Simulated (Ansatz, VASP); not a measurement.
# Two plane-wave programs on CoW3

```
Co W
1.0
     3.89816    0.00000    0.00000
     0.00000    3.89816    0.00000
     0.00000    0.00000    3.89816
Co W
1 3
Direct
  0.00000 0.00000 0.00000
  0.00000 0.50000 0.50000
  0.50000 0.00000 0.50000
  0.50000 0.50000 0.00000
```

Alike in both runs: functional PBE; k mesh 4 × 4 × 4; occupations gaussian, width 0.1 eV; collinear spin.

Ansatz relaxed the structure, and its values are those at the end. VASP's run is a single point on that final structure, the one shown.

|  | VASP | Ansatz |
| --- | --- | --- |
| version | VASP 6.6.1 | Ansatz 0.2.0 |
| potentials or method | VASP PAW PBE potentials, release 64 (Co, W_sv) | scalar-relativistic, plane waves, PAW |
| plane-wave cutoff (eV) | 520 | 420 |
| valence electrons in the cell | 51 | 59 |

VASP gave:

* gap on the k mesh at the Fermi level (eV): none
* pressure (GPa): 0.2
* net moment per atom (μB): 0.00
* size of the moment on the site where the two differ most (μB): 0.00

Q: Estimate Ansatz's values.

A: gap on the k mesh at the Fermi level (eV): none; pressure (GPa): 0.0; net moment per atom (μB): 0.13; size of the moment on the site where the two differ most (μB): 0.46.

The net moments differ so much that the two runs ended in different magnetic states, which moves the other rows too. Site moments also hang on the region over which each program counts them. A gap of «none» marks a metal or a gap that the smearing closes. The two sets of potentials don't hold the same shells in valence.

Caveats: the k mesh is coarse (spacing up to 0.40 Å⁻¹), so the values aren't converged. The runs have no spin-orbit coupling, so splittings on W are missing.
